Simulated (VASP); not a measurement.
A cell of MgS (rock salt) near equilibrium:

```
CELL_PARAMETERS angstrom
      0.00000     2.58907     2.58907
      2.58907     0.00000     2.58907
      2.58907     2.58907     0.00000
ATOMIC_POSITIONS crystal
  Mg 0.00000 0.00000 0.00000
  S  0.50000 0.50000 0.50000
```

All values below come from PBEsol GGA, VASP's PBE PAW potentials (set 64) (plane waves; VASP).

| run | ΔE (meV/atom) | σxx | σyy | σzz | largest shear component, with its sign (GPa) | largest force (eV/Å) | gap (eV) |
|---|---|---|---|---|---|---|---|
| as it is | 0.0 | -0.03 | -0.03 | -0.03 | 0.00 | 0.000 | 2.73 |
| after one change | 0.3 | -0.03 | -0.02 | -0.02 | 0.54 | 0.000 | 2.68 |
Stress is in GPa, positive when the cell is compressed; gaps are those on the k-mesh, and 0.00 means metallic.

### Question
What was changed between the two runs?
A) isotropic strain of -1.0 %
B) shear strain γ_yz = -1.0 %
C) atom 2 (S) moved by -0.200 Å along x
D) isotropic strain of +0.5 %

### Answer
B, shear strain γ_yz = -1.0 %

The compound is MgS in the rock salt structure.
